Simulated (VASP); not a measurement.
Consider the following.

```
C
1.0
    0.00000     1.78350     1.78350
    1.78350     0.00000     1.78350
    1.78350     1.78350     0.00000
C
2
Direct
  0.00000   0.00000   0.00000
  0.25000   0.25000   0.25000
```

Method: MS2 meta-GGA, VASP's PBE PAW potentials (set 64) (plane waves; VASP 6.6.1). Run with 520 eV cut-off, 11×11×11 Γ-centred mesh, Gaussian smearing of 0.050 eV, potentials C.

**Question.** The ions, cell shape and volume are relaxed. Predict the relaxed structure.

**Answer.** 
```
C
1.0
    0.00000     1.77687     1.77687
    1.77687     0.00000     1.77687
    1.77687     1.77687     0.00000
C
2
Direct
  0.00000   0.00000   0.00000
  0.25000   0.25000   0.25000
```
Space group Fd-3m (227), at a tolerance of 0.03 Å.

**Question.** How do energy and volume change from the first to the last step?

**Answer.** The energy (σ→0) changes by -1.0 meV/atom and the volume by -1.1 %, in 3 ionic steps.

The compound is C in the diamond structure. This run relaxes it. Symmetry was kept, so distortions that lower it aren't found.
